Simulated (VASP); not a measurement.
Input of a VASP 6.6.1 run:

run.py

```python
from ase import Atoms
from ase.calculators.vasp import Vasp
from ase.dft.bandgap import bandgap

atoms = Atoms(
    ['Mg', 'Mg', 'C', 'C', 'C', 'C'],
    cell=[[3.950777, 0.0, 0.0], [0.0, 3.950777, 0.0], [0.0, 0.0, 4.987089]],
    scaled_positions=[[0.0, 0.0, 0.5], [0.5, 0.5, 0.0], [0.387655, 0.612345, 0.5], [0.112345, 0.112345, 0.0], [0.612345, 0.387655, 0.5], [0.887655, 0.887655, 0.0]],
    pbc=True,
)
calc = Vasp(
    directory='calc',
    xc='pbe',
    pp='PBE',
    setups={'base': 'minimal', 'C': '_s'},
    prec='Accurate',
    encut=400,
    ediff=1e-07,
    ismear=-1,
    sigma=0.02,
    lreal=False,
    lasph=True,
    nelm=80,
    algo='Normal',
    isif=2,
    lwave=False,
    lcharg=True,
    ivdw=202,
    lelf=True,
    lvhar=True,
    kpts=[7, 7, 6],
    gamma=True,
    nbands=19,
)
atoms.calc = calc

print('energy (eV):', atoms.get_potential_energy())
print('free energy (eV):', atoms.get_potential_energy(force_consistent=True))
print('forces (eV/A):')
print(atoms.get_forces())
print('stress (eV/A^3, Voigt):', atoms.get_stress())
print('Fermi level (eV):', calc.get_fermi_level())
gap, top, bottom = bandgap(calc)
print('band gap (eV):', gap, 'from (spin, k, band)', top, 'to', bottom)
```

Potentials or basis: VASP PAW PBE potentials, release 64 (Mg, C_s).

Launch:

```bash
$ python run.py
```

Problem. Predict the Hirshfeld charges.

Solution. Mg +0.38; C -0.19 e.

Problem. Estimate the pressure.

Solution. -2.9 GPa.

Forces in eV/Å, atoms in the order of the input:
```
Mg   0.000  0.000  0.000
Mg   0.000  0.000  0.000
C   -0.663  0.663  0.000
C    0.663  0.663  0.000
C    0.663 -0.663  0.000
C   -0.663 -0.663  0.000
```

Caveat: the standard files for N, O and F lose accuracy on very short bonds; an odd mesh through Γ misses points on the zone boundary, where band edges often lie.
